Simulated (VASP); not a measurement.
Shape and ions are relaxed at each volume.

Energy against volume of Gd (hcp). Calculation: r2SCAN+rVV10, VASP's PBE PAW potentials (set 64) (plane waves; VASP).

The 4f electrons are frozen in the core of the lanthanide potential, so 4f levels, which can set the real gap, and their magnetism are missing.

```json
[
 {"V (Å³/atom)": "30.914", "E (eV/atom)": "-30.34160"},
 {"V (Å³/atom)": "31.901", "E (eV/atom)": "-30.35127"},
 {"V (Å³/atom)": "32.887", "E (eV/atom)": "-30.35317"},
 {"V (Å³/atom)": "33.874", "E (eV/atom)": "-30.34850"},
 {"V (Å³/atom)": "34.860", "E (eV/atom)": "-30.33829"}
]
```

**Question.** Fit a third-order Birch-Murnaghan equation of state.

**Answer.** 
```json
{
 "volume_per_atom": "32.66 Å³/atom",
 "bulk_modulus": "36.6 GPa",
 "pressure_derivative_of_the_bulk_modulus": "4.60"
}
```

Measured: bulk modulus 37.9 GPa (computed value off by -3.3 %), as given by Wikipedia, Gadolinium (infobox). The calculation is for a static lattice, while the measured bulk modulus holds thermal and zero-point effects, which are part of the difference.

The compound is Gd in the hcp structure. It was relaxed first.
